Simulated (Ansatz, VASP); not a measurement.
One calculation of LiMgBN2, two programs

The input INCAR:

```
PREC = Accurate ; ENCUT = 520
EDIFF = 1E-7 ; ISMEAR = 0
SIGMA = 0.05 ; LREAL = F
LASPH = T ; NELM = 100
ALGO = Fast ; ISIF = 2
LWAVE = F ; LCHARG = F
GGA = PE ; NBANDS = 17
```

The input KPOINTS:

```
regular mesh
0
Gamma
  8 8 8
```

Contents of POSCAR:

```
LiMgBN2
1.0
   -1.9096560000      1.9096560000      4.4435220000
    1.9096560000     -1.9096560000      4.4435220000
    1.9096560000      1.9096560000     -4.4435220000
Li Mg B N
1 1 1 2
Direct
    0.2500000000      0.7500000000      0.5000000000
    0.7500000000      0.2500000000      0.5000000000
    0.5000000000      0.5000000000      0.0000000000
    0.6975484579      0.6049785421      0.0000000000
    0.3950214579      0.3024515421      0.0000000000
```

Input for Ansatz:

```yaml
crystal:
  lattice:
    - [-1.909656, 1.909656, 4.443522]
    - [1.909656, -1.909656, 4.443522]
    - [1.909656, 1.909656, -4.443522]
  atoms:
    - { symbol: Li, position: [0.25, 0.75, 0.5] }
    - { symbol: Mg, position: [0.75, 0.25, 0.5] }
    - { symbol: B, position: [0.5, 0.5, 0.0] }
    - { symbol: "N", position: [0.6975484579, 0.6049785421, 0.0] }
    - { symbol: "N", position: [0.3950214579, 0.3024515421, 0.0] }
basis:
  ecutwfc: 420
kpoints:
  mp_grid: { grid: [8, 8, 8] }
hamiltonian:
  xc: pbe
scf:
  occupations: { method: gaussian, width: 0.05 }
output:
  forces: true
  stress: true
  eigenvalues: true
```

Change from the starting cell: all N atoms moved -0.250 Å, as atom 4 along Cartesian [1 -1 0].

Alike in both runs: task single point; functional PBE; k mesh 8 × 8 × 8; occupations gaussian, width 0.05 eV; no spin polarisation.

|  | VASP | Ansatz |
| --- | --- | --- |
| version | VASP 6.6.1 | Ansatz 0.2.0 |
| potentials or method | VASP PAW PBE potentials, release 64 (Li_sv, Mg, B, N) | scalar-relativistic, plane waves, PAW |
| plane-wave cutoff (eV) | 520 | 420 |
| valence electrons in the cell | 18 | 26 |

VASP gave:

```
gap on the k mesh at the Fermi level (eV) : 2.27
least direct gap on the mesh (eV)         : 2.91
rms of the force components (eV/Å)        : 1.270
```

Problem. Which values does Ansatz return?

Solution. gap on the k mesh at the Fermi level (eV): 2.27; least direct gap on the mesh (eV): 2.91; rms of the force components (eV/Å): 1.264.

Atom by atom the forces differ by 0.009 eV/Å (rms over components). With one functional, cell and mesh, what is left measures potentials, basis and numerics. The two sets of potentials don't hold the same shells in valence.

Caveats: forces of over 1 eV/Å show positions far from the minimum, so gaps and moduli don't describe the material at rest. A k mesh can miss the band edges.
